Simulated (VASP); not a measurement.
VASP runs on Al (fcc) share one base input (PBE GGA, plane waves, VASP's PBE PAW potentials (set 64)) and change the settings named in each case.

**INCAR**
```
ALGO=Normal
EDIFF=1E-6
ENCUT=400
GGA=PE
ISIF=2
ISMEAR=1
LASPH=T
LCHARG=F
LREAL=F
LWAVE=F
NELM=100
PREC=Accurate
SIGMA=0.1
SYSTEM=Al
```

POSCAR:
```
Al
1
    0.0000000000     2.0655000000     2.0655000000
    2.0655000000     0.0000000000     2.0655000000
    2.0655000000     2.0655000000     0.0000000000
Al
1
Direct
  0.0000000000   0.0000000000   0.0000000000
```

KPOINTS:
```
Automatic mesh
0
Gamma
14 14 14
0 0 0
```

POTCAR, in this order: Al (PBE.64 set). Program: vasp_std.

| change | E(σ→0) (eV/atom) | pressure (GPa) | −TS (eV) | irreducible k-points |
|---|---|---|---|---|
| base run | -3.7191 | -4.62 | -0.0004 | 104 |
| KPOINTS 2×2×2 Monkhorst-Pack mesh | -3.5255 | -2.64 | -0.0187 | 2 |
| KPOINTS 8×8×8 Monkhorst-Pack mesh | -3.7317 | -4.59 | 0.0004 | 60 |
| KPOINTS 13×13×13 Monkhorst-Pack mesh | (withheld) | (withheld) | (withheld) | 84 |
| KPOINTS 16×16×16 Monkhorst-Pack mesh | (withheld) | (withheld) | (withheld) | 408 |

### Question
Fill in the missing entries.

### Answer

- KPOINTS 16×16×16 Monkhorst-Pack mesh, E(σ→0) (eV/atom): -3.7286
- KPOINTS 16×16×16 Monkhorst-Pack mesh, pressure (GPa): -4.46
- KPOINTS 16×16×16 Monkhorst-Pack mesh, −TS (eV): -0.0001
- KPOINTS 13×13×13 Monkhorst-Pack mesh, E(σ→0) (eV/atom): -3.7248
- KPOINTS 13×13×13 Monkhorst-Pack mesh, pressure (GPa): -4.55
- KPOINTS 13×13×13 Monkhorst-Pack mesh, −TS (eV): 0.0001

Left out are runs that ran out of time, are held back, or changed the cell or the kind of run, fixed moments of cells without a moment, rows past the twelfth, gaps on odd meshes, pressures of charged cells and columns that move by less than the noise.

The compound is Al in the fcc structure. The cell was not relaxed at this level.
